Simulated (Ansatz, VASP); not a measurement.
## BaC2 in VASP and in Ansatz

```
CELL_PARAMETERS angstrom
2.61882 1.51197 2.48595
-2.61882 1.51197 2.48595
0.00000 -3.02395 2.48595
ATOMIC_POSITIONS crystal
Ba 0.00000 0.00000 0.00000
C 0.58494 0.58494 0.58494
C 0.41506 0.41506 0.41506
```

The cell comes from a database or a generator and needn't be the stable form of this composition.

Alike in both runs: task single point; functional LDA; k mesh 9 × 9 × 9; occupations gaussian, width 0.05 eV; no spin polarisation.

|  | VASP | Ansatz |
| --- | --- | --- |
| version | VASP 6.6.1 | Ansatz 0.2.0 |
| potentials or method | VASP PAW LDA potentials, release 64 (Ba_sv, C) | scalar-relativistic, plane waves, PAW |
| plane-wave cutoff (eV) | 520 | 420 |
| valence electrons in the cell | 18 | 18 |

```csv
,VASP,Ansatz,Ansatz less VASP
gap on the k mesh at the Fermi level (eV),1.24,1.34,+0.100
least direct gap on the mesh (eV),2.12,2.19,+0.065
pressure (GPa),-4.5,-5.5,-0.95
largest component of the traceless stress (GPa),0.82,0.95,+0.132
rms of the force components (eV/Å),0.184,0.205,+0.0209
```

Atom by atom the forces differ by 0.021 eV/Å (rms over components).

Caveats: spin-orbit coupling is left out, which moves the levels of the heavy elements; an odd mesh through Γ misses points on the zone boundary, where band edges often lie.
